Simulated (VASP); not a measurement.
# How number of MPI ranks and k-mesh change a VASP run on Te2Mo, part 3 of 3

How sensitive are energy, pressure and forces of Te2Mo to the number of MPI ranks and k-mesh? The series runs use LDA. The start is a cell from a database of measured crystal structures.

VASP 6.6.1; LDA; plane waves and PAW (Te, Mo_sv).

Still holding for the runs below: Spin-orbit coupling is off here; with elements this heavy it splits and shifts levels by tenths of an eV or more.

So far. Step 12 (K-mesh: 9 9 2): Against the run before the energy moves by -0.14 meV an atom and the pressure by +0.01 GPa, after 14 cycles in 10 s.

**13. K-mesh: 11 11 3**

INCAR reads:

```
SYSTEM = Te2Mo
PREC = Accurate
ENCUT = 400
EDIFF = 1E-06
NELM = 100
ISMEAR = -1
SIGMA = 0.05
LREAL = .FALSE.
ALGO = Normal
GGA = CA
NBANDS = 32
LASPH = .TRUE.
LORBIT = 11
LWAVE = .FALSE.
LCHARG = .FALSE.
KPAR = 8
ISIF = 2
```

POSCAR reads:

```
Te2Mo
1.0
    3.5182000000      0.0000000000      0.0000000000
   -1.7591000000      3.0468505756      0.0000000000
    0.0000000000      0.0000000000     13.9736000000
Te Mo
4 2
Direct
    0.3333333333      0.6666666667      0.6210000000
    0.6666666667      0.3333333333      0.1210000000
    0.3333333333      0.6666666667      0.8790000000
    0.6666666667      0.3333333333      0.3790000000
    0.3333333333      0.6666666667      0.2500000000
    0.6666666667      0.3333333333      0.7500000000
```

KPOINTS reads:

```
Automatic mesh
0
Gamma
11 11 3
0 0 0
```

PAW data sets: Te and Mo_sv (PBE family, release 64).

On the command line:

```bash
$ mpirun -np 8 vasp_std
```

The log of the run:

```text
[... set-up lines as in an earlier step ...]
 entering main loop
       N       E                     dE             d eps       ncg     rms          rms(c)
DAV:   1     0.319531058697E+03    0.31953E+03   -0.24397E+04  2560   0.119E+03
DAV:   2    -0.247402464625E+02   -0.34427E+03   -0.33594E+03  2592   0.302E+02
DAV:   3    -0.425218208348E+02   -0.17782E+02   -0.17456E+02  2560   0.580E+01
DAV:   4    -0.429579413254E+02   -0.43612E+00   -0.43489E+00  2456   0.939E+00
[...]
DAV:  12    -0.413458609504E+02    0.48039E-04   -0.20885E-04  2416   0.769E-02    0.160E-01
DAV:  13    -0.413458195552E+02    0.41395E-04   -0.14844E-04  2656   0.628E-02    0.608E-02
DAV:  14    -0.413458192114E+02    0.34374E-06   -0.53457E-06  2160   0.103E-02
   1 F= -.41345819E+02 E0= -.41345800E+02  d E =-.376900E-04
```

The job ended after 13 s (8 MPI ranks of Intel Xeon Platinum 8488C (Sapphire Rapids), shared host; peak memory 2 GiB).

OUTCAR, selected parts (step 13):

```text
  Total       -2.5890626     -2.5890626     -2.3401305      0.0000000      0.0000000     -0.0000000
  in kB      -27.6932002    -27.6932002    -25.0305658      0.0000000      0.0000000     -0.0000000
  external PRESSURE =     -26.8056554 kB  Pullay stress =       0.0000000 kB

 POSITION                                       TOTAL-FORCE (eV/Angst)
 -----------------------------------------------------------------------------------
     -0.00000      2.03123      8.67761        -0.000000     -0.000000      0.199527
      1.75910      1.01562      1.69081        -0.000000      0.000000      0.199527
     -0.00000      2.03123     12.28279        -0.000000     -0.000000     -0.199527
      1.75910      1.01562      5.29599        -0.000000      0.000000     -0.199527
     -0.00000      2.03123      3.49340        -0.000000     -0.000000      0.000000
      1.75910      1.01562     10.48020         0.000000      0.000000      0.000000
 -----------------------------------------------------------------------------------
    total drift:                               -0.000000      0.000000     -0.000000

  FREE ENERGIE OF THE ION-ELECTRON SYSTEM (eV)
  ---------------------------------------------------
  free  energy   TOTEN  =       -41.3458192114 eV

  energy  without entropy=      -41.3457815214  energy(sigma->0) =      -41.34580037

[... 1 part as in an earlier step ...]

[... 2 further parts left out ...]
[key lines of the parts left out:]
E-fermi :   8.2285
```

Against the run before the energy moves by -0.10 meV an atom and the pressure by -0.01 GPa, after 14 cycles in 13 s.

**14. K-mesh: 13 13 3**

INCAR is that of step 13.

POSCAR is that of step 13.

KPOINTS reads:

```
Automatic mesh
0
Gamma
13 13 3
0 0 0
```

On the command line:

```bash
$ mpirun -np 8 vasp_std
```

The log of the run:

```text
[... set-up lines as in an earlier step ...]
 entering main loop
       N       E                     dE             d eps       ncg     rms          rms(c)
DAV:   1     0.330671594131E+03    0.33067E+03   -0.24080E+04  3280   0.118E+03
DAV:   2    -0.243653746908E+02   -0.35504E+03   -0.34681E+03  3432   0.306E+02
DAV:   3    -0.425408493750E+02   -0.18175E+02   -0.17950E+02  3384   0.595E+01
DAV:   4    -0.429578355096E+02   -0.41699E+00   -0.41590E+00  3216   0.918E+00
[...]
DAV:  14    -0.413458670450E+02    0.10942E-05   -0.53725E-06  2824   0.101E-02    0.461E-02
DAV:  15    -0.413458658422E+02    0.12028E-05   -0.18072E-06  2304   0.716E-03    0.227E-02
DAV:  16    -0.413458653175E+02    0.52471E-06   -0.17256E-06  2176   0.542E-03
   1 F= -.41345865E+02 E0= -.41345846E+02  d E =-.393381E-04
```

Run time: 19 s. Hardware: 8 MPI ranks; peak memory 2.3 GiB.

From OUTCAR (step 14):

```text
  Total       -2.5558560     -2.5558560     -2.3017882      0.0000000      0.0000000      0.0000000
  in kB      -27.3380149    -27.3380149    -24.6204485      0.0000000      0.0000000      0.0000000
  external PRESSURE =     -26.4321594 kB  Pullay stress =       0.0000000 kB

 POSITION                                       TOTAL-FORCE (eV/Angst)
 -----------------------------------------------------------------------------------
     -0.00000      2.03123      8.67761        -0.000000     -0.000000      0.200239
      1.75910      1.01562      1.69081         0.000000     -0.000000      0.200239
     -0.00000      2.03123     12.28279         0.000000     -0.000000     -0.200239
      1.75910      1.01562      5.29599         0.000000     -0.000000     -0.200239
     -0.00000      2.03123      3.49340        -0.000000      0.000000      0.000000
      1.75910      1.01562     10.48020         0.000000     -0.000000      0.000000
 -----------------------------------------------------------------------------------
    total drift:                               -0.000000      0.000000     -0.000000

  FREE ENERGIE OF THE ION-ELECTRON SYSTEM (eV)
  ---------------------------------------------------
  free  energy   TOTEN  =       -41.3458653175 eV

  energy  without entropy=      -41.3458259794  energy(sigma->0) =      -41.34584565

[... 1 part as in an earlier step ...]

[... 2 further parts left out ...]
[key lines of the parts left out:]
E-fermi :   8.2259
```

Against the run before the energy moves by -0.01 meV an atom and the pressure by +0.04 GPa, after 16 cycles in 19 s.

**15. The k-mesh series as a table**

This step: convergence of LDA results with the mesh; plane waves and PAW (VASP 6.6.1).

No new run; the numbers come from the runs before.

Differences are taken from the run with 13 13 3. Results of the series, by row:

| setting | status | energy less the reference (meV/atom) | pressure (GPa) | largest force difference (meV/Å) | gap (eV) | SCF cycles | wall time (s) |
| --- | --- | --- | --- | --- | --- | --- | --- |
| 2 2 1 | converged | 269.2 | -1.573 | 76.03 | 1.082 | 15 | 2.8 |
| 3 3 1 | converged | -24.43 | -3.04 | 302.8 | 0.9862 | 14 | 2.6 |
| 4 4 1 | converged | -9.842 | -2.697 | 33.83 | 0.9138 | 14 | 3.2 |
| 5 5 1 | converged | 10.12 | -2.426 | 41.74 | 0.6705 | 16 | 3.6 |
| 6 6 2 | converged | 0.2406 | -2.681 | 4.736 | 0.7885 | 14 | 7.4 |
| 9 9 2 | converged | 0.1049 | -2.675 | 0.323 | 0.7444 | 14 | 10.2 |
| 11 11 3 | converged | 0.007547 | -2.681 | 0.712 | 0.6976 | 14 | 12.6 |
| 13 13 3 | converged | 0 | -2.643 | 0 | 0.7041 | 16 | 18.6 |

**16. Results**

| Quantity | Value |
| --- | --- |
| wall time from fewest to most ranks | 34 s to 8.8 s |
| k-mesh from which the energy stays within 10 meV/atom of the reference | 6 6 2 |
| k-mesh from which the energy stays within 1 meV/atom of the reference | 6 6 2 |
| k-mesh from which the pressure stays within 0.2 GPa of the reference | 6 6 2 |
| spread of the pressure over the k-mesh | 1.47 GPa |
| spread of the energy over the k-mesh | 294 meV/atom |

On 8 ranks the run uses the cores at 48 % of the efficiency of 1. From 6 6 2 on, the energy stays within 1 meV an atom of the reference, at 40 % of its time. The pressure holds within 0.2 GPa from 6 6 2 on. The energy swings above and below the reference, since the sum over k-points is not variational. The gap in the table jumps with the points that each mesh happens to hold, and is no measure of convergence. Differences are taken from the run with 13 13 3, which is itself not the exact limit. Going from 1 ranks to 8 ranks shortens the run by a factor of 3.9; on a shared host such times are rough. The run at 2 2 1 is over 30 meV an atom or 2 GPa off and describes the material poorly.

[Lines on the potential files, build, host, timing and source positions are cut from VASP's logs without a mark.]

[Logs are printed without paths, hosts, clocks, repeated set-up lines and the standing remarks that a program may print on its own settings, such as how far it seeks lower states.]

[Hosts, paths, dates, database ids (printed as entryN), source tags and the programs' standing remarks are cut or masked in the printed files.]

[A measured line is paired with the nearest computed mode of its activity, which favours agreement.]
